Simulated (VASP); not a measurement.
A VASP calculation is set up with these files.

INCAR:
```
SYSTEM  =  PdIn
PREC  =  Accurate; ENCUT  =  520; LREAL  =  .False.
LASPH  =  .True.
EDIFF  =  1E-7; NELM  =  100; ALGO  =  Normal
LMAXMIX  =  4
ISMEAR  =  1; SIGMA  =  0.1
GGA  =  PE; IVDW  =  12
ISIF  =  2
LWAVE  =  .False.; LCHARG  =  .False.
```

**POSCAR**
```
PdIn
3.3256050
  0.9999999644   0.0000000000   0.0000000000
  0.0000000000   0.9999999644   0.0000000000
  0.0000000000   0.0000000000   0.9999999644
In Pd
1 1
Cartesian
  0.4999999822   0.4999999822   0.4999999822
  0.0000000000   0.0000000000   0.0000000000
```

KPOINTS:
```
Automatic mesh
0
Gamma
11 11 11
0 0 0
```

POTCAR, in this order: In_d Pd (PBE.64 set). Program: vasp_std.

Task: Write an equivalent input for Quantum ESPRESSO's pw.x.

Result: One equivalent input (not run):
```
&CONTROL
  calculation = 'scf'
  pseudo_dir = './pseudo'
  outdir = './out'
  tprnfor = .true.
  tstress = .true.
/
&SYSTEM
  ibrav = 0
  nat = 2
  ntyp = 2
  ecutwfc = 82
  occupations = 'smearing'
  smearing = 'methfessel-paxton'
  degauss = 0.00735
  input_dft = 'pbe'
  vdw_corr = 'grimme-d3'
  dftd3_version = 4
  dftd3_threebody = .false.
/
&ELECTRONS
  conv_thr = 7.3e-09
  electron_maxstep = 100
/
ATOMIC_SPECIES
  In 114.818 In.upf
  Pd 106.420 Pd.upf
CELL_PARAMETERS angstrom
     3.3256049    0.0000000    0.0000000
     0.0000000    3.3256049    0.0000000
     0.0000000    0.0000000    3.3256049
ATOMIC_POSITIONS crystal
  In   0.5000000  0.5000000  0.5000000
  Pd   0.0000000  0.0000000  0.0000000
K_POINTS automatic
  11 11 11 0 0 0
```
Limits of the translation: the potentials are each code's own (VASP's PAW set, PseudoDojo norm-conserving files in pw.x), so ENCUT and ecutwfc are chosen apart and not converted; conv_thr bounds pw.x's estimated SCF error, while EDIFF bounds the energy change between steps.

The compound is PdIn in the CsCl type structure. This cell is one point of a volume scan, at 1.06 of the reference volume.
